A crystal of boron arsenide, BAs, is calculated with the PBE functional in one fixed cell. Only the wave cutoff changes from row to row. It is the highest kinetic energy that a plane wave may have and still belong to the basis, so a higher cutoff lets the electron density show finer detail. A positive pressure means that the crystal pushes outwards on its cell, a negative one that it pulls inwards.

VASP 6.6.1, PBE without dispersion correction, spin polarisation or spin-orbit coupling, with the recommended PAW PBE potentials, for BAs (space group F-43m, 2 atoms per cell) at a fixed conventional cell edge of 4.777 Å. All rows use an 8 × 8 × 8 k mesh and Gaussian smearing of 0.02 eV. Pressure is positive in compression.

```csv
wave cutoff,pressure (GPa)
200 eV,-2.220
250 eV,?
300 eV,2.740
350 eV,3.270
400 eV,3.430
450 eV,?
520 eV,3.430
600 eV,3.420
700 eV,3.430
```

**(a) At the lowest cutoff the crystal seems to pull its cell inwards, from 300 eV on it pushes outwards, though no atom has moved. What changes the sign, and which sign should be believed?**

*Solution.* Plane waves have to fit the cell, so when the cell is stretched, every wave in the basis is stretched with it. A longer wave has less kinetic energy. The same set of waves therefore reaches less far up in energy and describes sharp features of the orbitals less well. The total energy rises for this reason alone, and the crystal appears to resist the stretching.

The program computes the stress with the set of waves held fixed, so this artificial resistance enters the pressure. With E the total energy, V the cell volume and Ecut the cutoff, the kinetic energies scale as V^(−2/3), so that dEcut/dV = −(2/3) Ecut/V. Since pressure is −dE/dV, the false part is

P(false) = (2/3) (Ecut/V) (dE/dEcut).

A better basis lowers the energy, so dE/dEcut is negative and so is the false pressure. This is known as Pulay stress. It fades once more waves no longer lower the energy noticeably.

The positive sign is the one to believe. From 400 eV on, the known rows agree on 3.43 GPa within 0.01 GPa, and this remainder is no cutoff error. It means that the cell is smaller than the one PBE would choose at these settings.

The element with the most compact valence orbitals usually decides how high the cutoff must go. Here that should be boron, whose 2p electrons have no inner p shell to keep them away from the nucleus. The potential used for boron indeed asks for a higher cutoff than the one for arsenic, and the rows up to 300 eV lie below what it asks for. The same reasoning suggests a high cutoff for nitrides and oxides.

**(b) Predict the pressure at 250 eV and at 450 eV, with an error range for each.**

*Solution.* The useful quantity is the shortfall below the plateau. It is 5.65 GPa at 200 eV and 0.69 GPa at 300 eV, which is an average shrinkage by a factor of 2.9 for each 50 eV. A straight line between these two rows would give 0.26 GPa at 250 eV, but it ignores that a shortfall which shrinks by a factor at each step loses most of its size in the first steps.

Dividing the shortfall at 200 eV by 2.9 leaves a little under 2 GPa, hence a pressure near 1.5 GPa. The next step, from 300 to 350 eV, shrinks the shortfall by a factor of 4.4, so the shrink factor itself grows with the cutoff. The step from 200 to 250 eV should then shrink it by less than the average, and the pressure should lie somewhat below 1.5 GPa.

A simple model puts a number on this. It keeps the factor Ecut from the Pulay formula and multiplies it by exp(−(Ecut/s)²), where s sets how fast the error dies away. The plateau, the strength of the error and s were fitted to the seven known rows. This shape was chosen because it follows those rows better than a plain exponential, so its good fit to them is no proof of it.

For 250 eV, which was not part of the fit, s = 141.6 eV gives an exponential factor of 0.044. The shortfall is then 0.2077 × 250 × 0.044 ≈ 2.3 GPa, and subtracting it from the fitted plateau of 3.435 GPa leaves about 1.1 GPa. The plain exponential gives 1.4 GPa.

The forecast for 250 eV is about 1.2 GPa, between the two decays but nearer to the one that fits better, with a range from 0.7 to 1.7 GPa because the gap between the known rows is wide. For 450 eV it is 3.43 GPa, with a range from 3.41 to 3.45 GPa taken from the scatter on the plateau.

The withheld rows as computed:

```csv
wave cutoff,pressure (GPa)
250 eV,1.170
450 eV,3.450
```

At 250 eV the computed 1.17 GPa lies 0.03 GPa below the forecast, far inside the range. The fitted model misses by 0.04 GPa and the plain exponential by 0.27 GPa, so this row supports a shrink factor that grows with the cutoff. One row between two known neighbours does not establish the exact shape.

At 450 eV the value is 3.45 GPa, 0.02 GPa above the forecast and at the very edge of the range. It is the highest pressure in the table, and the next row falls back to 3.43 GPa. The four known plateau rows had made the scatter look smaller than it is. The total energies of the same runs hint at a cause. Between 400 and 450 eV the energy is flat to within 0.1 meV per cell, but from there to 520 eV it falls by another 0.6 meV, and it goes on falling at a similar pace up to 700 eV. By the formula in (a), such a fall goes with a false pressure of about −0.02 GPa. The row at 450 eV may therefore stand out because it is nearly free of Pulay stress, while the later rows still carry a trace of it.

**(c) Does the total energy support this explanation, and which cutoff would you choose for relaxing the cell?**

*Solution.* If the missing pressure is Pulay stress, the formula in (a) also says how much the total energy must fall as the cutoff rises. From 200 to 300 eV the fitted pressure error implies a fall of 287 meV per cell, while the same runs give 199 meV. From 300 to 350 eV it implies 15 meV against 10 meV. The order of magnitude is right and both falls die away about equally fast, but the formula overshoots by roughly half.

This supports the mechanism without settling every detail. The excess may come from a correction for the kinetic energy of the free atoms that VASP includes in its total energy, but the size of that correction is not available here. The printed analysis after this text lists the fits and these comparisons.

The band gap would be a poor guide to the cutoff. At 300 eV it is within 1 meV of its value at 700 eV, while the pressure is still 0.69 GPa short of its plateau. The two band edges are themselves within a few meV of their values at 700 eV by then, so the gap has settled without much help from cancelling errors. The error of the pressure instead depends on how steeply the total energy still changes with the cutoff.

For a relaxation the error matters even in direction. With a rough recalled bulk modulus of 140 GPa, the plateau pressure asks the cell edge to grow by somewhat under one per cent. The pressure at 200 eV asks it to shrink by about half a per cent. For this crystal 400 eV is enough if a few hundredths of a GPa do not matter. In general, raise the cutoff until the pressure itself stops moving, however early the gap has settled.

Output of the analysis:

```
Plateau pressure, mean of known rows from 400 eV (GPa): 3.428
Spread of the known plateau rows (GPa): 0.01
Shortfall below plateau at 200 eV (GPa): 5.648
Shortfall below plateau at 300 eV (GPa): 0.6875
Shortfall below plateau at 350 eV (GPa): 0.1575
Shrink factor of shortfall per 50 eV, average from 200 to 300 eV: 2.866
Shrink factor of shortfall from 300 to 350 eV: 4.365
Straight-line value midway between 200 and 300 eV (GPa): 0.26
fit of pressure on 7 rows: constant 3.435 +/- 0.0062, coefficient of ecut*exp(-(ecut/s)**2) -0.2077 +/- 0.0006, s 141.6; rms 0.0112, worst 400 eV -0.0234, leave-one-out rms 0.0872
  rows outside the fit (model, value, miss): 250 eV 1.133, 1.17, -0.0369; 450 eV 3.431, 3.45, -0.0187
fit of pressure on 7 rows: constant 3.452 +/- 0.018, coefficient of ecut*exp(-ecut/s) -4.39 +/- 0.036, s 39.67; rms 0.0319, worst 400 eV -0.0517, leave-one-out rms 2.96
  rows outside the fit (model, value, miss): 250 eV 1.441, 1.17, 0.271; 450 eV 3.428, 3.45, -0.0218
Computed energy fall from 200 to 300 eV (meV per cell): 198.6
Energy fall implied by Pulay formula from 200 to 300 eV (meV per cell): 286.9
Computed energy fall from 300 to 350 eV (meV per cell): 9.83
Energy fall implied by Pulay formula from 300 to 350 eV (meV per cell): 15.08
Gap error at 200 eV against 700 eV (meV): -49.4
Gap error at 300 eV against 700 eV (meV): -1
Rough edge change that would relieve the plateau pressure (percent): 0.8161
Rough edge change that the 200 eV pressure would ask for (percent): -0.5286
```
